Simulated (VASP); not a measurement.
```xyz
3
Lattice="0.0000 3.4609 3.4609 3.4609 0.0000 3.4609 3.4609 3.4609 0.0000" Properties=species:S:1:pos:R:3 pbc="T T T"
Sr     3.4609     6.9218     3.4609
Cl     1.7304     1.7304     1.7304
Cl     5.1913     5.1913     5.1913
```

All values below come from PBE GGA with D3 dispersion (zero damping), VASP's PBE PAW potentials (set 64) (plane waves; VASP 6.6.1). Settings: 520 eV cut-off, 6×6×6 Γ-centred mesh, Gaussian smearing of 0.050 eV, potentials Sr_sv Cl.

**Question.** What does the run give for the energy per atom (σ→0), pressure, band gap (on the k-mesh) with the smallest direct gap where there is one?

**Answer.** 
```
Item                                         Result
-----------------------------------  --------------
band gap (on the k-mesh)                    5.43 eV
smallest direct gap (on the k-mesh)         5.49 eV
energy per atom (σ→0)                -4.417 eV/atom
pressure                                  12.1 kbar
```

The absolute energy has meaning only against runs of the same code, potentials and settings.

The compound is SrCl2 in the fluorite structure. This cell is one point of a volume scan, at 0.97 of the reference volume.
